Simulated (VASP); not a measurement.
**ZnCdSe2 (space group R3m): computed properties**

Method: LDA (Ceperley-Alder, Perdew-Zunger), VASP's LDA PAW potentials (set 64) (plane waves; VASP).

```
Item                                                                                                   Result
-----------------------------------------------  ------------------------------------------------------------
space group                                                                                         R3m (160)
cell                                             a = b = 4.0822 Å, c = 20.1913 Å, α = β = 90.00°, γ = 120.00°
volume per atom                                                                                24.28 Å^3/atom
band gap (over mesh and band path)                                                                    0.61 eV
smallest direct gap (over mesh and band path)                                                         0.61 eV
band-edge character without spin-orbit coupling                                                direct, Γ to Γ
band gap with spin-orbit coupling                                                                     0.48 eV
density                                                                                            5.74 g/cm³
```

```xyz
4
Lattice="2.0411 1.1784 6.7304 -2.0411 1.1784 6.7304 0.0000 -2.3568 6.7304" Properties=species:S:1:pos:R:3 pbc="T T T"
Zn     0.0000     0.0000    10.0799
Cd     0.0000     0.0000     0.0426
Se     0.0000     0.0000     2.6339
Se     0.0000     0.0000    12.4825
```

The structure comes from a computed database's ZnCdSe2 entry (R3m); how it stands against other phases isn't given here. It was relaxed first, which changed the volume by -9 %. Symmetry was kept, so distortions that lower it aren't found.
